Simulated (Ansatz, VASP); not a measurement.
This is a calculation of CsCaMg6 for VASP 6.6.1. The cell comes from a database or a generator and needn't be the stable form of this composition.

INCAR

```
SYSTEM = CsCaMg6
  PREC = Accurate
  ENCUT = 520
  EDIFF = 1E-7
  ISMEAR = 0
  SIGMA = 0.02
  LREAL = .False.
  LASPH = .True.
  NELM = 60
  ALGO = Fast
  ISIF = 2
  LWAVE = .False.
  LCHARG = .False.
```

The input KPOINTS:

```
regular mesh
0
Gamma
  5 4 4
  0 0 0
```

Contents of POSCAR:

```
CsCaMg6
1.0
    5.2591370000      0.0000000000      0.0000000000
    0.0000000000      3.5524075000      6.7534280000
    0.0000000000     -3.5524075000      6.7534280000
Cs Ca Mg
1 1 6
Cartesian
    2.6295685000      0.0000000000      9.2101630241
    2.6295685000      0.0000000000      2.2409629995
    0.0000000000      0.0000000000     11.6442470507
    0.0000000000      0.0000000000      4.7212134600
    0.0000000000     -1.9018737177      7.3866429161
    0.0000000000      1.9018737177      7.3866429161
    2.6295685000     -1.6967221846      5.7187488030
    2.6295685000      1.6967221846      5.7187488030
```

Potentials or basis: VASP PAW LDA potentials, release 54 (Cs_sv, Ca_sv, Mg).

Run with:

```console
$ cat potpaw_LDA.54/Cs_sv/POTCAR potpaw_LDA.54/Ca_sv/POTCAR potpaw_LDA.54/Mg/POTCAR > POTCAR
$ mpirun -np 1 vasp_std > vasp.out
```

Question: Translate it to Ansatz 0.2.0. Potentials or basis there: Ansatz PAW, cutoff 420 eV.

Answer: As run (cutoffs and basis follow the program's own potentials, and thresholds, step limits or extra output files can differ):

Contents of input.yaml:

```yaml
crystal:
  lattice:
    - [5.259137, 0.0, 0.0]
    - [0.0, 3.5524075, 6.753428]
    - [0.0, -3.5524075, 6.753428]
  atoms:
    - { symbol: Cs, position: [0.5, 0.681888, 0.681888] }
    - { symbol: Ca, position: [0.5, 0.165913, 0.165913] }
    - { symbol: Mg, position: [0.0, 0.862099, 0.862099] }
    - { symbol: Mg, position: [0.0, 0.349542, 0.349542] }
    - { symbol: Mg, position: [0.0, 0.279193, 0.814569] }
    - { symbol: Mg, position: [0.0, 0.814569, 0.279193] }
    - { symbol: Mg, position: [0.5, 0.184583, 0.662209] }
    - { symbol: Mg, position: [0.5, 0.662209, 0.184583] }
hamiltonian:
  xc: lda
  pseudopotentials: { kind: paw }
kpoints:
  mp_grid: { grid: [5, 4, 4] }
scf:
  occupations: { method: gaussian, width: 0.02 }
output:
  forces: true
  stress: true
  eigenvalues: true
```

Potentials or basis: Ansatz PAW.

Run with:

```sh
$ ansatz run input.yaml --threads 4 --pin off --max-ram 11264MiB --backend cpu --events-out ev --progress --plain --runs-dir out
```

Both were run:

|  | VASP | Ansatz |
| --- | --- | --- |
| Pressure | -1.8 GPa | -1.6 GPa |
| Largest force | 0.100 eV/Å | 0.098 eV/Å |

Ansatz's pressure holds a Pulay term of +0.00 GPa for its cutoff of 420 eV, which the other run lacks.

The potentials hold 31 and 79 valence electrons a cell.

Ansatz's potentials were made for PBE.

Where Ansatz's input types no cutoff or centring, it takes its own default and a Γ-centred mesh.

The two programs' LDA may be different fits to the electron gas.

Pressure is positive in compression.
